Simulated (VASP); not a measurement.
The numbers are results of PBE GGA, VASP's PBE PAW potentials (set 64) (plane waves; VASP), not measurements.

The input files of a VASP run:

### POSCAR
```
Li2Se
1
    0.0000000000     3.0000000000     3.0000000000
    3.0000000000     0.0000000000     3.0000000000
    3.0000000000     3.0000000000     0.0000000000
Li Se
2 1
Direct
  0.2500000000   0.2500000000   0.2500000000
  0.7500000000   0.7500000000   0.7500000000
  0.0000000000   0.0000000000   0.0000000000
```

### KPOINTS
```
Automatic
0
G
 6 6 6
0 0 0
```

### INCAR
```
SYSTEM = Li2Se
PREC = Accurate; ENCUT = 620; LREAL = .FALSE.
LASPH = .TRUE.
EDIFF = 1E-6; NELM = 100; ALGO = Normal
LMAXMIX = 4
ISMEAR = 0; SIGMA = 0.05
GGA = PE
IBRION = 2; NSW = 40; ISIF = 3
EDIFFG = -0.02; PSTRESS = 50
LWAVE = .FALSE.; LCHARG = .FALSE.
```

POTCAR, in this order: Li_sv Se (PBE.64 set). Program: vasp_std.

Energy and stress use the plane-wave basis of the starting cell.

**Question.** Estimate the energy per atom (σ→0), volume per atom, band gap (on the k-mesh).

**Answer.** 
The energy per atom (σ→0) comes out as -355.4 kJ/mol of atoms and the band gap (on the k-mesh) comes out as 2.86 eV. The volume per atom comes out as 16.05 Å³/atom.

### OSZICAR
```
...
DAV:   1    -0.110819303719E+02    0.87611E-02   -0.67074E-01   324   0.630E+00    0.116E+00
DAV:   2    -0.110566658834E+02    0.25264E-01   -0.90865E-02   362   0.246E+00    0.627E-01
DAV:   3    -0.110501283935E+02    0.65375E-02   -0.23352E-02   336   0.924E-01    0.284E-01
DAV:   4    -0.110498404107E+02    0.28798E-03   -0.11285E-03   458   0.246E-01    0.984E-02
DAV:   5    -0.110498153135E+02    0.25097E-04   -0.30802E-04   612   0.122E-01    0.490E-02
DAV:   6    -0.110497928421E+02    0.22471E-04   -0.28280E-05   536   0.505E-02    0.105E-02
DAV:   7    -0.110497924973E+02    0.34477E-06   -0.45237E-06   348   0.159E-02
   3 F= -.95474457E+01 E0= -.95474457E+01  d E =-.100983E+00
```

The compound is Li2Se in the antifluorite structure. This run relaxes it under an external pressure of 5 GPa. Symmetry was kept, so distortions that lower it aren't found.
